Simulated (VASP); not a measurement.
Input of a VASP 6.6.1 run:

Contents of INCAR:

```
ALGO = Fast
EDIFF = 1E-6
ENCUT = 520
GGA = PE
ISIF = 2
ISMEAR = 0
LASPH = True
LCHARG = False
LREAL = False
LWAVE = False
NBANDS = 14
NELM = 60
PREC = Accurate
SIGMA = 0.1
```

Contents of KPOINTS:

```
k-points
0
Gamma
  6 6 6
```

The input POSCAR:

```
LaBe
1.0
    3.5915241965      0.0000000000      0.0000000000
    0.0000000000      3.5915241965      0.0000000000
    0.0000000000      0.0000000000      3.5915241965
La Be
1 1
Direct
    0.0000000000      0.0000000000      0.0000000000
    0.5000000000      0.5000000000      0.5000000000
```

Potentials or basis: VASP PAW PBE potentials, release 64 (La, Be).

Launch:

```bash
$ cat potpaw_PBE.64/La/POTCAR potpaw_PBE.64/Be/POTCAR > POTCAR
$ mpirun -np 1 vasp_std > vasp.out
```

Task: Predict the pressure.

Result: 0.1 GPa.

Task: Predict the band gap on the k mesh.

Result: None (metal or under the smearing width).

Spin-orbit coupling is left out, which matters for the levels of La.
